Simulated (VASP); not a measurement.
Here is the system:

```
SrO
1.0
    0.00000     2.56698     2.56698
    2.56698     0.00000     2.56698
    2.56698     2.56698     0.00000
Sr O
1 1
Direct
  0.00000   0.00000   0.00000
  0.50000   0.50000   0.50000
```

Calculation: PBEsol GGA, VASP's PBE PAW potentials (set 64) (plane waves; VASP 6.6.1). Run with 520 eV cut-off, 10×10×10 Γ-centred mesh, tetrahedra with Blöchl corrections, potentials Sr_sv O.

Task: What does the run give for the energy per atom (σ→0), band gap (on the k-mesh) with the smallest direct gap where there is one?

Result: 
* **band gap (on the k-mesh)**: 3.15 eV
* **smallest direct gap (on the k-mesh)**: 3.24 eV
* **energy per atom (σ→0)**: -6320 meV/atom

Total energies compare only between runs with the same potentials, cut-off and functional.

The compound is SrO in the rock salt structure. It was relaxed first.
